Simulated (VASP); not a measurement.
# B2C (P1) in VASP: relaxation of cell and atoms with PBE

Aim: the relaxation of cell and atoms of B2C with PBE.

Program: VASP 6.6.1. These are calculated values, not measurements. Logs are shortened: lines on timing, memory, paths and dates and some standing lists are left out, and cuts for length are marked.

### Step 1. The structure

The typed cell holds 12 atoms: a = 6.227 Å, b = 6.209 Å, c = 12.458 Å, α = 154.98°, β = 154.13°, γ = 36.48°.

The cell was built by a generator and needn't be a form met in nature.

### Step 2. Relaxation of cell and atoms, PBE

File INCAR:

```
ALGO     = Fast           # electronic algorithm
EDIFF    = 1E-5           # SCF threshold, eV
EDIFFG   = -0.03          # ionic threshold
ENCUT    = 520            # plane-wave cutoff, eV
GGA      = PE             # functional
IBRION   = 2              # ionic algorithm
ISIF     = 3              # what is computed and relaxed
ISMEAR   = 0              # smearing method
ISYM     = 0            
KPAR     = 4            
LASPH    = T              # aspherical terms in the spheres
LCHARG   = F              # write CHGCAR
LREAL    = Auto         
LWAVE    = F              # write WAVECAR
NELM     = 80             # most SCF steps
NSW      = 110            # ionic steps
PREC     = Normal         # precision mode
SIGMA    = 0.15           # smearing width, eV
```

File KPOINTS:

```
k-points
0
Gamma
  8 8 8
```

File POSCAR:

```
B2C
1.0
   -1.3809745100      1.3921820300      5.9104833100
    1.3235304700     -1.4067284400      5.9005045900
    2.7406387100      2.7921465700    -11.8277341000
B C
8 4
Direct
    0.4547090300      0.8801082400      0.2388175900
    0.4760969000      0.9843786700      0.7914222000
    0.0312351100      0.4958582400      0.1877942900
    0.1237145500      0.5745777000      0.7877296400
    0.3613781500      0.2635285600      0.9989124200
    0.3192979000      0.3127182300      0.5193034900
    0.6920276900      0.7065085800      0.0155855900
    0.6954239900      0.7037725700      0.5136680500
    0.9832868000      0.0139478000      0.9891075100
    0.9817318300      0.9802375700      0.4775184200
    0.7419903400      0.2567303000      0.2653615700
    0.6840768600      0.2377943200      0.7201577000
```

Potentials or basis: VASP PAW PBE potentials, release 64 (B, C).

Launch:

```
> cat potpaw_PBE.64/B/POTCAR potpaw_PBE.64/C/POTCAR > POTCAR
> mpirun -np 4 vasp_std > vasp.out
```

OUTCAR:

```text
EDIFF = 1E-5
   EDIFFG = -0.03
   ENCUT = 520
   GGA = PE
   IBRION = 2
   ISIF = 3
   ISMEAR = 0
   ISYM = 0
   LASPH = T
   LREAL = Auto
   NELM = 80
   NSW = 110
   PREC = Normal

 ion  position               nearest neighbor table
   1  0.455  0.880  0.239-  10 1.54   9 1.82   5 1.91
   2  0.476  0.984  0.791-   9 1.48  10 1.75   5 1.85
   3  0.031  0.496  0.188-   9 1.36  10 1.73   7 1.81   8 2.03
   4  0.124  0.575  0.788-   9 1.49  10 1.61   7 1.90   8 2.13
   5  0.361  0.264  0.999-  11 1.60   2 1.85  12 1.90   1 1.91
   6  0.319  0.313  0.519-  12 1.35  11 1.61
   7  0.692  0.707  0.016-  11 1.47  12 1.58   3 1.81   4 1.90
   8  0.695  0.704  0.514-  12 1.45  11 1.45   3 2.03   4 2.13
   9  0.983  0.014  0.989-   3 1.36   2 1.48   4 1.49   1 1.82
  10  0.982  0.980  0.478-   1 1.54   4 1.61   3 1.73   2 1.75
  11  0.742  0.257  0.265-   8 1.45   7 1.47   5 1.60   6 1.61
  12  0.684  0.238  0.720-   6 1.35   8 1.45   7 1.58   5 1.90

IMPORTANT INFORMATION: All symmetrisations will be switched off!
NOSYMM: (Re-)initialisation of all symmetry stuff for point group C_1.

----------------------------------------------------------------------------------------

                                     Primitive cell

  volume of cell :      88.7104

  direct lattice vectors                    reciprocal lattice vectors
    -1.380974510  1.392182030  5.910483310     0.001841231  0.358757546  0.085117723
     1.323530470 -1.406728440  5.900504590     0.371650928  0.001525187  0.086476366
     2.740638710  2.792146570-11.827734100     0.186325678  0.180037008  0.001127949

  length of vectors
     6.227284670  6.208588586 12.458028614     0.368721296  0.381582102  0.259098157

  position of ions in fractional coordinates (direct lattice)
     0.454709030  0.880108240  0.238817590
     0.476096900  0.984378670  0.791422200
     0.031235110  0.495858240  0.187794290
     0.123714550  0.574577700  0.787729640
     0.361378150  0.263528560  0.998912420
     0.319297900  0.312718230  0.519303490
     0.692027690  0.706508580  0.015585590
     0.695423990  0.703772570  0.513668050
     0.983286800  0.013947800  0.989107510
     0.981731830  0.980237570  0.477518420
     0.741990340  0.256730300  0.265361570
     0.684076860  0.237794320  0.720157700

  ion indices of the primitive-cell ions
   primitive index   ion index
                 1           1
                 2           2
                 3           3
                 4           4
                 5           5
                 6           6
                 7           7
                 8           8
                 9           9
                10          10
                11          11
                12          12

----------------------------------------------------------------------------------------

 KPOINTS: k-points

Automatic generation of k-mesh.
 Grid dimensions read from file:
 generate k-points for:    8    8    8

 Generating k-lattice:

  Cartesian coordinates                     Fractional coordinates (reciprocal lattice)
     0.000230154  0.044844693  0.010639715     0.125000000  0.000000000  0.000000000
     0.046456366  0.000190648  0.010809546    -0.000000000  0.125000000  0.000000000
     0.023290710  0.022504626  0.000140994    -0.000000000  0.000000000  0.125000000

  Length of vectors
     0.046090162  0.047697763  0.032387270

  Shift w.r.t. Gamma in fractional coordinates (k-lattice)
     0.000000000  0.000000000  0.000000000

 Subroutine IBZKPT returns following result:
 ===========================================

 Found    260 irreducible k-points:

 Following reciprocal coordinates:
            Coordinates               Weight
  0.000000  0.000000  0.000000      1.000000
  0.125000  0.000000  0.000000      2.000000
  0.250000  0.000000  0.000000      2.000000
  0.375000  0.000000  0.000000      2.000000
  0.500000  0.000000  0.000000      1.000000
  0.000000  0.125000 -0.000000      2.000000
[... 16 lines left out ...]
  0.125000  0.375000  0.000000      2.000000
  0.250000  0.375000  0.000000      2.000000
 [... further k-points ...]
   k-points           NKPTS =    260   k-points in BZ     NKDIM =    260   number of bands    NBANDS=     27
   number of dos      NEDOS =    301   number of ions     NIONS =     12
   total plane-waves  NPLWV =  90720
   dimension x,y,z NGX =    36 NGY =   36 NGZ =   70
   dimension x,y,z NGXF=    72 NGYF=   72 NGZF=  140
   ions per type =               8   4
   NGX,Y,Z   is equivalent  to a cutoff of   9.61,  9.64,  9.34 a.u.
   NGXF,Y,Z  is equivalent  to a cutoff of  19.22, 19.28, 18.68 a.u.
 SYSTEM =  unknown system
   PREC   = normal    normal or accurate (medium, high low for compatibility)
   ISTART =      0    job   : 0-new  1-cont  2-samecut
   ICHARG =      2    charge: 1-file 2-atom 10-const
   ISPIN  =      1    spin polarized calculation?
   LNONCOLLINEAR =      F non collinear calculations
   LSORBIT =      F    spin-orbit coupling
   LASPH  =      T    aspherical Exc in radial PAW
   ENCUT  =  520.0 eV  38.22 Ry    6.18 a.u.  11.58 11.54 23.16*2*pi/ulx,y,z
   NELM   =     80;   NELMIN=  2; NELMDL= -5     # of ELM steps
   EDIFF  = 0.1E-04   stopping-criterion for ELM
   LREAL  =      T    real-space projection
   EDIFFG = -.3E-01   stopping-criterion for IOM
   NSW    =    110    number of steps for IOM
   IBRION =      2    ionic relax: 0-MD 1-quasi-New 2-CG
   NFREE  =      1    steps in history (QN), initial steepest desc. (CG)
   ISIF   =      3    stress and relaxation
   ISYM   =      0    0-nonsym 1-usesym 2-fastsym
   POTIM  = 0.5000    time-step for ionic-motion
   TEBEG  =    0.0;   TEEND  =   0.0 temperature during run
   PSTRESS=    0.0 pullay stress
   NELECT =      40.0000    total number of electrons
   NUPDOWN=      -1.0000    fix difference up-down
   EMIN   =  10.00;   EMAX   =-10.00  energy-range for DOS
   EFERMI =   0.00;   METHOD = LEGACY
   ISMEAR =     0;   SIGMA  =   0.15  broadening in eV -4-tet -1-fermi 0-gaus
   EFERMI_NEDOS =   21; number of points for ismear=-14 and -15
   IALGO  =     68    algorithm
   IMIX   =      4    mixing-type and parameters
     AMIX     =   0.40;   BMIX     =  1.00
     AMIX_MAG =   1.60;   BMIX_MAG =  1.00
  volume/ion in A,a.u.               =       7.39        49.89
  Fermi-wavevector in a.u.,A,eV,Ry     =   1.255365  2.372296 21.441983  1.575941
  Thomas-Fermi vector in A             =   2.389125
   LORBIT       =      0    0 simple, 1 ext, 2 COOP (PROOUT), +10 PAW based schemes
   GGA     = PE    functional components
   LHFCALC =     F    Hartree Fock is set to
   AEXX    =    0.0000 exact exchange contribution
   IVDW    =     0    specifies the selected vdW correction
   LEPSILON=     F    determine dielectric tensor
   LRPA    =     F    only Hartree local field effects (RPA)
 conjugate gradient relaxation of ions
 non-spin polarized calculation
 RMM-DIIS sequential band-by-band and
 Gauss-broadening in eV      SIGMA  =   0.15
  energy-cutoff  :      520.00
  volume of cell :       88.71
 maximum number of plane-waves:      2408
   NGX = 23   NGY = 23   NGZ = 47

--------------------------------------- Ionic step        1  -------------------------------------------

 number of electron      40.0000001 magnetization

 Free energy of the ion-electron system (eV)
  ---------------------------------------------------
  ext. energy  EPLUGINS =         0.00000000
  ---------------------------------------------------
  free energy    TOTEN  =       -83.28163634 eV

  energy without entropy =      -83.24880250  energy(sigma->0) =      -83.26521942

------------------------ aborting loop because EDIFF is reached ----------------------------------------

  FORCE on cell =-STRESS in cart. coord.  units (eV):
  Direction    XX          YY          ZZ          XY          YZ          ZX
  --------------------------------------------------------------------------------------
  -------------------------------------------------------------------------------------
  Total       13.2074935      2.4999443      4.7705041     -1.4683714     -1.7345667      5.9974626
  in kB      238.5374410     45.1509076     86.1589544    -26.5199106    -31.3276026    108.3187652
  external PRESSURE =     123.2824344 kB  Pullay stress =       0.0000000 kB
[... 119 lines left out ...]
  FREE ENERGIE OF THE ION-ELECTRON SYSTEM (eV)
  ---------------------------------------------------
  free  energy   TOTEN  =       -85.4837308754 eV

  energy  without entropy=      -85.4492650430  energy(sigma->0) =      -85.46649796

[... ionic steps 4 to 40 ...]

--------------------------------------- Ionic step       41  -------------------------------------------

 number of electron      40.0000000 magnetization

------------------------ aborting loop because EDIFF is reached ----------------------------------------

  FORCE on cell =-STRESS in cart. coord.  units (eV):
  Direction    XX          YY          ZZ          XY          YZ          ZX
  --------------------------------------------------------------------------------------
  -------------------------------------------------------------------------------------
  Total        0.0933644      0.0021743     -0.0378780     -0.0218102     -0.0223865      0.0199753
  in kB        1.6563050      0.0385719     -0.6719648     -0.3869174     -0.3971410      0.3543670
  external PRESSURE =       0.3409707 kB  Pullay stress =       0.0000000 kB
[... 77 lines left out ...]
  energy  without entropy=      -87.2933128402  energy(sigma->0) =      -87.30392980

--------------------------------------- Ionic step       43  -------------------------------------------

 number of electron      40.0000000 magnetization

 Free energy of the ion-electron system (eV)
  ---------------------------------------------------
  ext. energy  EPLUGINS =         0.00000000
  ---------------------------------------------------
  free energy    TOTEN  =       -87.31472129 eV

  energy without entropy =      -87.29344288  energy(sigma->0) =      -87.30408209

 E-fermi :   5.1180     XC(G=0): -11.4545

 val. band max:        5.1097819488   @ k =  -0.1250   0.3750   0.0000
 cond. band min:       5.1208535986   @ k =   0.3750  -0.1250   0.1250
 fundamental gap:      0.0110716498
 Fermi energy:         5.1179832021

 k-point     1 :       0.0000    0.0000    0.0000
  band No.  band energies     occupation
      1     -10.9577      2.00000
      2      -9.3266      2.00000
      3      -5.5118      2.00000
      4      -5.4064      2.00000
      5      -5.2991      2.00000
      6      -2.5419      2.00000
[... 709 lines left out ...]
     26      12.1657      0.00000
     27      12.7328      0.00000

 [... further k-points ...]

------------------------ aborting loop because EDIFF is reached ----------------------------------------

  FORCE on cell =-STRESS in cart. coord.  units (eV):
  Direction    XX          YY          ZZ          XY          YZ          ZX
  --------------------------------------------------------------------------------------
  -------------------------------------------------------------------------------------
  Total        0.0162768     -0.0092857     -0.0312441     -0.0011852     -0.0116321     -0.0012353
  in kB        0.2887038     -0.1647016     -0.5541801     -0.0210224     -0.2063205     -0.0219114
  external PRESSURE =      -0.1433926 kB  Pullay stress =       0.0000000 kB
[... 27 lines left out ...]
  FREE ENERGIE OF THE ION-ELECTRON SYSTEM (eV)
  ---------------------------------------------------
  free  energy   TOTEN  =       -87.3147212872 eV

  energy  without entropy=      -87.2934428843  energy(sigma->0) =      -87.30408209

 reached required accuracy - stopping structural energy minimisation
```

Wall time 75 min (4 MPI ranks of Intel Xeon 6975P-C (Granite Rapids), shared host); peak memory 0.58 GiB.

What came out:

| Item | Value |
| --- | --- |
| Free energy | -87.3147 eV |
| Relaxed volume | 7.53 Å³/atom |
| Relaxed cell | a = 6.332 Å, b = 6.331 Å, c = 12.931 Å, α = 155.29°, β = 155.29°, γ = 35.73° |
| Space group after relaxing (to 0.05 Å) | C2 (No. 5) |
| Energy gained by relaxing | 336.1 meV/atom |
| Ionic steps | 43 |
| Pressure after relaxing | 0.0 GPa |
| Largest force after relaxing | 0.022 eV/Å |
| Band gap on the k mesh | none (metal or under the smearing width) |

Forces on the atoms (eV/Å):
```
B    0.009  0.000 -0.010
B   -0.012  0.007  0.005
B    0.009  0.004  0.009
B   -0.006 -0.003 -0.005
B    0.002 -0.002  0.001
B   -0.013 -0.007 -0.006
B    0.000  0.010 -0.003
B    0.008 -0.005 -0.001
C    0.021 -0.002  0.005
C    0.003  0.002  0.008
C   -0.013  0.004 -0.007
C   -0.009 -0.009  0.003
```

The path:
```
step  energy change (eV)  largest force (eV/Å)  pressure (GPa)  volume (Å³)
   1              0.0000                8.3500           12.33        88.71
   3             -2.2021                3.1616           -6.63        91.67
   5             -2.9486                2.4319           -1.87        89.20
   7             -3.2170                1.1191            3.20        87.51
   9             -3.2853                0.5889            0.17        88.45
  11             -3.3145                0.3618           -0.75        88.76
  13             -3.3419                0.4262           -0.28        88.65
  15             -3.3765                0.5874            0.75        88.43
  17             -3.4598                0.6745            1.26        88.53
  19             -3.5629                0.6265           -0.07        89.26
  21             -3.6904                0.5015           -0.01        89.71
  23             -3.7780                0.5123            0.61        89.91
  25             -3.8668                0.5226           -0.28        90.58
  27             -3.9166                0.4094           -0.32        90.68
  29             -3.9596                0.4316            0.31        90.37
  31             -4.0008                0.2547           -0.15        90.37
  33             -4.0187                0.2656            0.03        90.29
  35             -4.0284                0.1734            0.09        90.30
  37             -4.0317                0.0974           -0.10        90.36
  39             -4.0326                0.0581            0.01        90.32
  41             -4.0329                0.0479            0.03        90.31
  43             -4.0331                0.0218           -0.01        90.33
```

Final structure:
```yaml
crystal:
  lattice:
    - [-1.53069, 1.21688, 6.02297]
    - [1.21749, -1.52917, 6.02183]
    - [3.04644, 3.04657, -12.19222]
  atoms:
    - { symbol: B, position: [0.47375, 0.75767, 0.16930] }
    - { symbol: B, position: [0.46106, 0.98589, 0.79179] }
    - { symbol: B, position: [0.01060, 0.53434, 0.20891] }
    - { symbol: B, position: [0.23713, 0.52232, 0.83056] }
    - { symbol: B, position: [0.31515, 0.26704, 0.97575] }
    - { symbol: B, position: [0.29005, 0.48239, 0.58606] }
    - { symbol: B, position: [0.72906, 0.68178, 0.02540] }
    - { symbol: B, position: [0.51505, 0.70687, 0.41583] }
    - { symbol: C, position: [0.02977, 0.96526, 0.99980] }
    - { symbol: C, position: [0.02697, 0.96871, 0.50019] }
    - { symbol: C, position: [0.72640, 0.26732, 0.25089] }
    - { symbol: C, position: [0.72996, 0.27057, 0.75090] }
```
